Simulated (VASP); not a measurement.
HfO2:

```
Hf O
1.0
     0.00000    2.53566    2.53566
     2.53566    0.00000    2.53566
     2.53566    2.53566    0.00000
Hf O
1 2
Direct
  0.00000 0.00000 0.00000
  0.25000 0.25000 0.25000
  0.75000 0.75000 0.75000
```

The cell was built by a generator and needn't be a form met in nature.

Program: VASP 6.6.1. Alike in all runs: task band structure; potentials or basis VASP PAW PBE potentials, release 64 (Hf_pv, O); no spin polarisation; cell as given; cutoff (eV) 520; smearing gaussian 0.02 eV.

Q: Order these runs on this cell by their band gap on the k mesh, lowest first.
A. level PBE; k mesh 10 × 10 × 10
B. level r2SCAN; k mesh 10 × 10 × 10
C. level HSE06; k mesh 8 × 8 × 8; grid for exact exchange (PRECFOCK) Fast; screening parameter 0.2 1/A
D. level PBE0; k mesh 6 × 6 × 6; grid for exact exchange (PRECFOCK) Fast; exchange at q = 0 truncated

A: A (3.80 eV), B (4.29 eV), C (5.36 eV), D (6.09 eV).

Caveats: spin-orbit coupling is left out, which moves the levels of the heavy elements.

